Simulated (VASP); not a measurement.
Crystal: SnGeO4.

```
Ge Sn O
1.0
     0.00000    0.00000    3.07310
     4.56516    0.00000    0.00000
     0.00000    4.56516    0.00000
Ge Sn O
1 1 4
Direct
  0.50000 0.50000 0.50000
  0.00000 0.00000 0.00000
  0.50000 0.19403 0.80597
  0.50000 0.80597 0.19403
  0.00000 0.30597 0.30597
  0.00000 0.69403 0.69403
```

The cell comes from a database or a generator and needn't be the stable form of this composition.

* Program: VASP 6.6.1
* Task: relaxation of cell and atoms
* Functional: PBE
* Potentials or basis: VASP PAW PBE potentials, release 64 (Ge_d, Sn_d, O)
* Cutoff: 600 eV
* k mesh: 11 × 7 × 7
* Occupations: gaussian, width 0.02 eV
* Spin: no spin polarisation

At the start: pressure 13.0 GPa; volume 10.67 Å³/atom.

How do energy, volume and symmetry change on relaxing?

Over 11 steps the energy falls by 98.3 meV/atom and the volume is 11.14 Å³/atom (+4.4 %); space group Cmmm (No. 65, to 0.05 Å).

The path:
| step | energy change (eV) | largest force (eV/Å) | pressure (GPa) | volume (Å³) |
| --- | --- | --- | --- | --- |
| 1 | 0.0000 | 3.1820 | 13.01 | 64.05 |
| 2 | -0.0548 | 2.1024 | -11.51 | 72.39 |
| 3 | -0.5669 | 0.2370 | -3.25 | 67.95 |
| 4 | -0.5673 | 0.2957 | -3.02 | 67.85 |
| 5 | -0.5673 | 0.3443 | -2.71 | 67.78 |
| 6 | -0.5833 | 0.2035 | 2.01 | 66.21 |
| 7 | -0.5871 | 0.0840 | 0.51 | 66.68 |
| 8 | -0.5895 | 0.0330 | 0.03 | 66.84 |
| 9 | -0.5896 | 0.0570 | -0.08 | 66.88 |
| 10 | -0.5898 | 0.0200 | 0.09 | 66.85 |
| 11 | -0.5898 | 0.0171 | 0.08 | 66.85 |

Final structure:
```
Ge Sn O
1.0
     0.00000    0.00000    3.08596
     4.65448    0.04144    0.00000
     0.04144    4.65448    0.00000
Ge Sn O
1 1 4
Direct
  0.50000 0.50000 0.50000
  0.00000 0.00000 0.00000
  0.50000 0.20755 0.79245
  0.50000 0.79245 0.20755
  0.00000 0.31708 0.31708
  0.00000 0.68292 0.68292
```
